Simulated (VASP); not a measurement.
# A VASP study of ZnO (zincite) (PBE): structure first, properties next, part 7 of 7

How well does PBE reproduce what experiment finds for ZnO (zincite)? The cell is relaxed first, and properties follow on it. The start is a cell from a database of measured crystal structures.

VASP 6.6.1, plane waves and PAW; the level of theory is named at each step.

So far, gap on the k-mesh (eV): step 2 (full relaxation (PBE)) 0.717; step 7 (zone-centre phonons (PBE)) 0.717; step 8 (independent-particle dielectric function (PBE)) 0.717; step 9 (core levels (PBE)) 0.717; step 10 (a semilocal run for the hybrid's start) 0.713.

## 12. Bands along the symmetry lines (TB-mBJ)

This step: TB-mBJ; plane waves and PAW (Zn, O) (VASP 6.6.1).

Levels along the symmetry lines show where the bands peak and cross; KPOINTS_OPT computes them in the converged potential. TB-mBJ is a local potential fitted to gaps: it costs far less than a hybrid but gives no energy.

INCAR

```
SYSTEM = ZnO
PREC = Accurate
ENCUT = 520
EDIFF = 1E-06
NELM = 150
ISMEAR = 0
SIGMA = 0.05
LREAL = .FALSE.
ALGO = Normal
METAGGA = MBJ
LASPH = .TRUE.
NBANDS = 32
LORBIT = 11
LWAVE = .FALSE.
LCHARG = .FALSE.
KPAR = 4
```

POSCAR

```
ZnO
1.0
    3.2885064752      0.0000000000      0.0000000000
   -1.6442532376      2.8479301480      0.0000000000
    0.0000000000      0.0000000000      5.3018776255
Zn O
2 2
Direct
    0.3333333333      0.6666666667      0.4996979181
    0.6666666667      0.3333333333      0.9996979181
    0.6666666667      0.3333333333      0.3793120819
    0.3333333333      0.6666666667      0.8793120819
```

KPOINTS

```
Automatic mesh
0
Gamma
8 8 4
0 0 0
```

KPOINTS_OPT

```
Line mode
16
Line-mode
Reciprocal
  0.00000000   0.00000000   0.00000000 GAMMA
  0.50000000   0.00000000   0.00000000 M

  0.50000000   0.00000000   0.00000000 M
  0.33333333   0.33333333   0.00000000 K

  0.33333333   0.33333333   0.00000000 K
  0.00000000   0.00000000   0.00000000 GAMMA

  0.00000000   0.00000000   0.00000000 GAMMA
  0.00000000   0.00000000   0.50000000 A

  0.00000000   0.00000000   0.50000000 A
  0.50000000   0.00000000   0.50000000 L

  0.50000000   0.00000000   0.50000000 L
  0.33333333   0.33333333   0.50000000 H

  0.33333333   0.33333333   0.50000000 H
  0.00000000   0.00000000   0.50000000 A

  0.50000000   0.00000000   0.50000000 L
  0.50000000   0.00000000   0.00000000 M

  0.33333333   0.33333333   0.00000000 K
  0.33333333   0.33333333   0.50000000 H
```

The projector-augmented-wave data sets are Zn and O (PBE family, release 64).

Command:

```sh
$ mpirun -np 4 vasp_std
```

The log of the run:

```text
[banner, memory and clock lines left out]
running    4 mpi-ranks, on    1 nodes
 distrk:  each k-point on    1 cores,    4 groups
 distr:  one band on    1 cores,    1 groups

 POSCAR found type information on POSCAR ZnO
 POSCAR found :  2 types and       4 ions
|                                                                             |
|               ----> ADVICE to this user running VASP <----                  |
|                                                                             |
|     You enforced a specific xc type in the INCAR file but a different       |
|     [... a line on the potential file left out ...]
|     I HOPE YOU KNOW WHAT YOU ARE DOING!                                     |
|                                                                             |

 LDA part: xc-table for (None), standard interpolation
 POSCAR, INCAR and KPOINTS ok, starting setup
 FFT: planning ... GRIDC
 FFT: planning ... GRID_SOFT
 FFT: planning ... GRID
 WAVECAR not read
 entering main loop
       N       E                     dE             d eps       ncg     rms          rms(c)
DAV:   1     0.530018229246E+03    0.53002E+03   -0.16667E+04  1984   0.157E+03
DAV:   2     0.240329946743E+03   -0.28969E+03   -0.26081E+03  1952   0.364E+02
DAV:   3     0.204983960921E+03   -0.35346E+02   -0.34684E+02  2312   0.122E+02
DAV:   4     0.204341610384E+03   -0.64235E+00   -0.64173E+00  2072   0.172E+01
DAV:   5     0.204338622225E+03   -0.29882E-02   -0.29881E-02  2336   0.123E+00    0.137E+01
DAV:   6     0.206276609224E+03    0.19380E+01   -0.43001E+01  2520   0.130E+02    0.187E+01
DAV:   7     0.207572067235E+03    0.12955E+01   -0.96348E+00  2632   0.437E+01    0.918E+00
DAV:   8     0.209261869724E+03    0.16898E+01   -0.10939E+00  2848   0.136E+01    0.346E+00
DAV:   9     0.211233707681E+03    0.19718E+01   -0.43590E-01  2432   0.823E+00    0.517E-01
DAV:  10     0.211349006618E+03    0.11530E+00   -0.24893E-01  2248   0.484E+00    0.763E-01
DAV:  11     0.212082719358E+03    0.73371E+00   -0.44225E-02  2464   0.184E+00    0.236E-01
DAV:  12     0.211984751637E+03   -0.97968E-01   -0.26673E-02  2304   0.177E+00    0.361E-01
DAV:  13     0.212163195776E+03    0.17844E+00   -0.61684E-03  2208   0.145E+00    0.160E-01
DAV:  14     0.212207142924E+03    0.43947E-01   -0.21785E-03  2528   0.986E-01    0.170E-01
DAV:  15     0.212226460714E+03    0.19318E-01   -0.52343E-04  2184   0.340E-01    0.142E-01
DAV:  16     0.212271747915E+03    0.45287E-01   -0.50246E-04  2352   0.276E-01    0.825E-02
DAV:  17     0.212289531158E+03    0.17783E-01   -0.12490E-04  2248   0.123E-01    0.887E-02
DAV:  18     0.212303211587E+03    0.13680E-01   -0.18484E-05  2208   0.370E-02    0.696E-02
DAV:  19     0.212332695869E+03    0.29484E-01   -0.12427E-04  2160   0.776E-02    0.427E-02
DAV:  20     0.212350616703E+03    0.17921E-01   -0.21176E-05  2672   0.475E-02    0.380E-02
DAV:  21     0.212364552347E+03    0.13936E-01   -0.22529E-05  2280   0.387E-02    0.254E-02
DAV:  22     0.212381442308E+03    0.16890E-01   -0.27807E-05  2184   0.444E-02    0.129E-02
DAV:  23     0.212385747377E+03    0.43051E-02   -0.81487E-06  2256   0.236E-02    0.145E-02
DAV:  24     0.212395577573E+03    0.98302E-02   -0.80604E-06  2208   0.198E-02    0.413E-03
DAV:  25     0.212398665653E+03    0.30881E-02   -0.37229E-06  2152   0.174E-02    0.602E-03
DAV:  26     0.212400856241E+03    0.21906E-02   -0.85296E-07  1512   0.161E-02    0.350E-03
DAV:  27     0.212401586569E+03    0.73033E-03   -0.70792E-07  1552   0.711E-03    0.309E-03
DAV:  28     0.212404057473E+03    0.24709E-02   -0.65682E-07  1328   0.681E-03    0.146E-03
DAV:  29     0.212406732995E+03    0.26755E-02   -0.11401E-06  1640   0.733E-03    0.214E-03
DAV:  30     0.212407272249E+03    0.53925E-03   -0.55188E-07   992   0.657E-03    0.984E-04
[...]
DAV:  37     0.212407364480E+03   -0.16136E-03   -0.23022E-09   968   0.634E-04    0.247E-04
DAV:  38     0.212407443009E+03    0.78529E-04   -0.12243E-09   960   0.621E-04    0.117E-04
DAV:  39     0.212407523783E+03    0.80775E-04   -0.19143E-09   960   0.359E-04    0.122E-04
DAV:  40     0.212407651087E+03    0.12730E-03   -0.28940E-09   960   0.540E-04    0.302E-05
DAV:  41     0.212407725284E+03    0.74197E-04   -0.22470E-09   960   0.380E-04    0.879E-05
DAV:  42     0.212407718194E+03   -0.70901E-05   -0.11101E-09   960   0.318E-04    0.141E-05
DAV:  43     0.212407732863E+03    0.14669E-04   -0.16775E-10   960   0.125E-04    0.506E-05
DAV:  44     0.212407740945E+03    0.80819E-05   -0.11598E-10   960   0.942E-05    0.471E-05
DAV:  45     0.212407738421E+03   -0.25240E-05   -0.32728E-11   960   0.883E-05    0.363E-05
DAV:  46     0.212407718695E+03   -0.19726E-04   -0.53112E-11   960   0.408E-05    0.168E-05
DAV:  47     0.212407714999E+03   -0.36961E-05   -0.13328E-11   960   0.434E-05    0.182E-05
DAV:  48     0.212407714033E+03   -0.96528E-06   -0.77873E-12   960   0.377E-05
   1 F= 0.21240771E+03 E0= 0.21240771E+03  d E =-.106337E-17
 Start KPOINTS_OPT (optional k-point list driver)
k-point batch [1-30\144]
       N       E                     dE             ncg
DAV:   1     0.660864354981E+04   -0.23184E+05     2024
DAV:   2    -0.198215566221E+04   -0.85908E+04     1936
DAV:   3    -0.292319805807E+04   -0.94104E+03     2248
DAV:   4    -0.294074661853E+04   -0.17549E+02     2152
DAV:   5    -0.294082146864E+04   -0.74850E-01     2296
DAV:   6    -0.294082209299E+04   -0.62435E-03     2200
DAV:   7    -0.294082209999E+04   -0.69962E-05     2184
DAV:   8    -0.294082210015E+04   -0.16581E-06     1528
[...]
k-point batch [121-144\144]
       N       E                     dE             ncg
DAV:   1     0.136829167815E+05   -0.29157E+05     1592
DAV:   2     0.662582084653E+04   -0.70571E+04     1544
DAV:   3     0.585339963860E+04   -0.77242E+03     1792
DAV:   4     0.583938341944E+04   -0.14016E+02     1744
DAV:   5     0.583932107694E+04   -0.62343E-01     1840
DAV:   6     0.583932053257E+04   -0.54437E-03     1800
DAV:   7     0.583932052639E+04   -0.61831E-05     1792
DAV:   8     0.583932052626E+04   -0.12784E-06     1232
```

It took 1.8 min on 4 MPI ranks of AMD EPYC 7R43, shared host; peak memory 0.74 GiB.

From OUTCAR (step 12):

```text
   NELECT =      36.0000    total number of electrons

 E-fermi :   2.5599

 k-point     1 :       0.0000    0.0000    0.0000
  band No.  band energies     occupation
    ...
     14       1.6067      2.00000
     15       1.6069      2.00000
     16       2.1875      2.00000
     17       2.2728      2.00000
     18       2.2728      2.00000
     19       4.8050      0.00000
     20       9.3712      0.00000
     21      12.0234      0.00000
     22      16.9396      0.00000
     23      16.9417      0.00000
    ...

  Total     -223.4511846   -223.4511846   -223.3372062      0.0000000      0.0000000      0.0000000
  in kB    -7210.0040714  -7210.0040712  -7206.3263783      0.0000000      0.0000000      0.0000000
  external PRESSURE =   -7208.7781736 kB  Pullay stress =       0.0000000 kB

 POSITION                                       TOTAL-FORCE (eV/Angst)
 -----------------------------------------------------------------------------------
     -0.00000      1.89862      2.64934         0.000000     -0.000000      0.085818
      1.64425      0.94931      5.30028        -0.000000      0.000000      0.085818
      1.64425      0.94931      2.01107         0.000000      0.000000     -0.085818
     -0.00000      1.89862      4.66201         0.000000     -0.000000     -0.085818
 -----------------------------------------------------------------------------------
    total drift:                               -0.000001     -0.000001      0.502656

  FREE ENERGIE OF THE ION-ELECTRON SYSTEM (eV)
  ---------------------------------------------------
  free  energy   TOTEN  =       212.4077140333 eV

  energy  without entropy=      212.4077140333  energy(sigma->0) =      212.40771403

[... 9 parts as in an earlier step ...]

[... 8 further parts left out ...]
```

This functional is a potential without an energy, so its energies, forces and stress mean nothing and are not read.

Numbers from this step:

```yaml
scf_cycles: 48
bands: 32
irreducible_k_points: 30
fermi_energy: 2.560 eV
least_gap_on_mesh_and_path: 2.532 eV
least_direct_gap_on_mesh_and_path: 2.532 eV
```

Electronic bands along the path, in eV, zero at the valence-band top; v1 is the highest filled band, c1 the lowest empty one:

```
          point     v4     v3     v2     v1    c1    c2     c3
              Γ  -0.67  -0.09   0.00   0.00  2.53  7.10   9.75
0.47 of the way  -1.21  -1.19  -0.38  -0.30  4.49  8.67   9.73
              M  -2.31  -1.91  -1.01  -0.72  7.42  8.49   9.30
0.47 of the way  -2.56  -1.96  -1.20  -0.96  8.00  8.93   9.37
              K  -2.95  -1.56  -1.56  -1.39  9.34  9.34   9.46
0.47 of the way  -1.95  -1.51  -0.61  -0.57  5.52  9.26  10.02
              Γ  -0.67  -0.09   0.00   0.00  2.53  7.10   9.75
0.47 of the way  -0.58  -0.58  -0.08  -0.08  3.28  6.48  10.30
              A  -0.33  -0.33  -0.33  -0.33  4.93  4.93  11.90
0.53 of the way  -1.11  -1.11  -0.83  -0.83  6.39  6.39  11.19
              L  -1.27  -1.27  -1.17  -1.17  7.48  7.48  10.09
0.53 of the way  -1.78  -1.78  -1.10  -1.10  8.26  8.26  10.14
              H  -2.15  -2.15  -1.08  -1.08  9.61  9.61   9.70
0.53 of the way  -1.12  -1.12  -0.92  -0.92  6.49  6.49  11.30
              A  -0.33  -0.33  -0.33  -0.33  4.93  4.93  11.90
      jump to L  -1.27  -1.27  -1.17  -1.17  7.48  7.48  10.09
0.47 of the way  -1.81  -1.68  -0.94  -0.90  7.23  8.13   9.67
              M  -2.31  -1.91  -1.01  -0.72  7.42  8.49   9.30
      jump to K  -2.95  -1.56  -1.56  -1.39  9.34  9.34   9.46
0.47 of the way  -2.75  -1.58  -1.34  -1.34  9.44  9.44   9.52
              H  -2.15  -2.15  -1.08  -1.08  9.61  9.61   9.70
```

Of the projections kept (Zn, O), the largest for each band there; the rest of the weight can lie on other orbitals:

```
point       v4       v3       v2       v1       c1       c2       c3
    Γ   O 0.57   O 0.61   O 0.59   O 0.59  Zn 0.65  Zn 0.81   O 0.70
    M  Zn 0.62   O 0.52  Zn 0.50   O 0.58  Zn 0.66  Zn 0.51  Zn 0.74
    K  Zn 0.80  Zn 0.54  Zn 0.54  Zn 0.51  Zn 0.58  Zn 0.58  Zn 0.93
    Γ   O 0.57   O 0.61   O 0.59   O 0.59  Zn 0.65  Zn 0.81   O 0.70
    A   O 0.58   O 0.58   O 0.58   O 0.58  Zn 0.50  Zn 0.50  Zn 0.79
    L   O 0.54   O 0.54   O 0.54   O 0.54  Zn 0.79  Zn 0.79   O 0.53
```

The gap moves by +1.82 eV against PBE.

## 13. What came out

| Property | Result |
| --- | --- |
| relaxed volume | 12.41 Å³/atom |
| relaxed conventional cell a, b, c | 3.289, 3.289, 5.302 Å; angles 90.0, 90.0, 120.0° |
| space group after relaxing, within 0.02 Å | P6_3mc (No. 186) |
| band gap | 0.717 eV, direct |
| gap among the points of the DOS mesh alone, an upper bound | 0.717 eV |
| highest zone-centre mode | 509 cm⁻¹ |
| strongest peak of ε2, mean over directions | 10.3 eV |
| shallowest level of the frozen cores | Zn1 3p, 77.5 eV deep |
| band gap (HSE06) | 2.40 eV, direct |
| band gap (TB-mBJ) | 2.53 eV, direct |

**Reading.** With PBE, ZnO (zincite) relaxes to 12.41 Å³/atom in space group P6_3mc (held by the symmetry of the run) and has a direct gap of 0.717 eV (2.40 eV with HSE06). Against the listed cell the volume lies +4.3 % (a +1.2 %, c +1.8 %). Zone-centre phonons (PBE): Mean Born effective charge: Zn1 2.19, O3 -2.19 e. Zone-centre phonons (PBE): The highest mode in this list at Γ, 509.2 cm⁻¹, is mostly motion of O (99 % of the kinetic energy). Bands along the symmetry lines (HSE06): The path shows a direct gap of 2.40 eV (valence top at Γ, conduction bottom at Γ). Bands along the symmetry lines (TB-mBJ): On this path the gap is direct, 2.53 eV, with the valence top at Γ and the conduction bottom at Γ. The other levels ran on the cell relaxed with PBE, and without spin-orbit coupling unless named. The gaps belong to a cell whose volume lies +4.3 % from the listed one, and gaps move with volume, which bears on their distance from experiment. Semilocal functionals usually underestimate gaps. Modes at Γ alone can't show that the crystal is stable at other wave vectors, and the LO-TO splitting is not included. No search among competing phases was made, and a listed structure need not be the one stable at ambient conditions. All values are for a static lattice at zero temperature.

Computed beside measured:

| quantity | measured | PBE | HSE06 | TB-mBJ |
| --- | --- | --- | --- | --- |
| lattice constant a (Å) | 3.24945 | 3.289 (+1.2 %) | - | - |
| lattice constant c (Å) | 5.20574 | 5.302 (+1.8 %) | - | - |
| band gap (least gap) (eV) | 3.38 | 0.72 (-2.66 eV) | 2.40 (-0.98 eV) | 2.53 (-0.85 eV) |
| Raman mode, E2(low) (cm⁻¹) | 95 | 93 (-1.9 %) | - | - |
| Raman mode, A1(TO) (cm⁻¹) | 374 | 351 (-6.3 %) | - | - |
| Raman mode, E2(high) (cm⁻¹) | 434.6 | 404 (-7.0 %) | - | - |

Cost of the run behind each value, in core time: PBE 4.5 min, HSE06 2.1 h, TB-mBJ 7.1 min.

Measured values from arxiv:0808.0492 (2008), pmc:10652265 (2023) and pmc:6864518 (2019).

Verdict: Measured modes were matched to the nearest mode of that symmetry; at PBE, 3 of them have a partner, and the computed frequencies miss them by 5.1 % on average (mean signed -5.1 %), which is fair agreement. The lattice constant a is off by +1.2 %: fair agreement. The lattice constant c is off by +1.8 %: fair agreement. For the band gap, of the levels listed nearest comes TB-mBJ (-0.85 eV, a clear miss) and farthest PBE (-2.66 eV, a clear miss). Zero-point and thermal motion shift the measured gap. The grades are ours: good and fair within 0.7 and 1.5 % for the lattice constant a, 0.8 and 2 % for the lattice constant c and 3 and 7 % for the Raman mode. For lattice constants and Raman mode the calculation has a static lattice, without zero-point motion or thermal expansion (measured at up to 300 K). As a rule both would widen the computed cell, so the excess over experiment is if anything larger than shown.

[Lines on the potential files, build, host, timing and source positions are cut from VASP's logs without a mark.]

[Logs are printed without paths, hosts, clocks, repeated set-up lines and the standing remarks that a program may print on its own settings, such as how far it seeks lower states.]

[Hosts, paths, dates, database ids (printed as entryN), source tags and the programs' standing remarks are cut or masked in the printed files.]

[A measured line is paired with the nearest computed mode of its activity, which favours agreement.]
